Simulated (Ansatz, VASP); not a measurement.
**Mg3C in VASP and in Ansatz**

File INCAR:

```
SYSTEM = Mg3C
PREC     = Accurate       ! precision mode
ENCUT    = 600            ! plane-wave cutoff, eV
EDIFF    = 1E-6           ! SCF threshold, eV
ISMEAR   = 0              ! smearing method
SIGMA    = 0.1            ! smearing width, eV
LREAL    = .False.        ! projectors in reciprocal space
LASPH    = .True.         ! aspherical terms in the spheres
NELM     = 100            ! most SCF steps
ALGO     = Normal         ! electronic algorithm
ISIF     = 3              ! what is computed and relaxed
LWAVE    = .False.        ! write WAVECAR
LCHARG   = .False.        ! write CHGCAR
GGA      = PE             ! functional
IBRION   = 2              ! ionic algorithm
NSW      = 90             ! ionic steps
EDIFFG   = -0.04          ! ionic threshold
```

Contents of KPOINTS:

```
regular mesh
0
Gamma
  4 4 4
  0 0 0
```

File POSCAR:

```
Mg3C
1.0
    4.2003680500      0.0000000000      0.0000000000
    0.0000000000      4.2003680500      0.0000000000
    0.0000000000      0.0000000000      3.9626116100
Mg C
3 1
Direct
    0.0000000000      0.5000000000      0.5000000000
    0.5000000000      0.0000000000      0.5000000000
    0.5000000000      0.5000000000      0.0000000000
    0.0000000000      0.0000000000      0.0000000000
```

Input for Ansatz:

```yaml
crystal:
  lattice:
    - [4.20036805, 0.0, 0.0]
    - [0.0, 4.20036805, 0.0]
    - [0.0, 0.0, 3.96261161]
  atoms:
    - { symbol: Mg, position: [0.0, 0.5, 0.5] }
    - { symbol: Mg, position: [0.5, 0.0, 0.5] }
    - { symbol: Mg, position: [0.5, 0.5, 0.0] }
    - { symbol: C, position: [0.0, 0.0, 0.0] }
basis:
  ecutwfc: 420
kpoints:
  mp_grid: { grid: [4, 4, 4] }
hamiltonian:
  xc: pbe
scf:
  occupations: { method: gaussian, width: 0.1 }
  lower_state_search: "off"
output:
  forces: true
  stress: true
  eigenvalues: true
relax:
  adjacent_minimum: "off"
  f_tol: 0.04
  max_steps: 70
  cell: { stress_tol: 0.4 }
```

Change from the starting cell: species swapped into the Ti3Ag type (P4/mmm, No. 123).

Alike in both runs: task relaxation of cell and atoms; functional PBE; k mesh 4 × 4 × 4; occupations gaussian, width 0.1 eV; no spin polarisation.

|  | VASP | Ansatz |
| --- | --- | --- |
| version | VASP 6.6.1 | Ansatz 0.2.0 |
| potentials or method | VASP PAW PBE potentials, release 64 (Mg, C) | scalar-relativistic, plane waves, PAW |
| plane-wave cutoff (eV) | 600 | 420 |
| valence electrons in the cell | 10 | 34 |

Ansatz gave:

| Property | Result |
| --- | --- |
| gap on the k mesh at the Fermi level, each at its own relaxed structure (eV) | none |
| relaxed volume (Å³/atom) | 15.34 |
| relaxed cell length with the largest relative difference (Å) | 3.945 |
| energy change over the relaxation (meV/atom) | -49 |

Task: Estimate VASP's values.

Result: gap on the k mesh at the Fermi level, each at its own relaxed structure (eV): none; relaxed volume (Å³/atom): 15.20; relaxed cell length with the largest relative difference (Å): 3.928; energy change over the relaxation (meV/atom): -50.

A gap of «none» marks a metal or a gap that the smearing closes. The two sets of potentials don't hold the same shells in valence.

Caveats: the k mesh is coarse (spacing up to 0.40 Å⁻¹), so the values aren't converged.
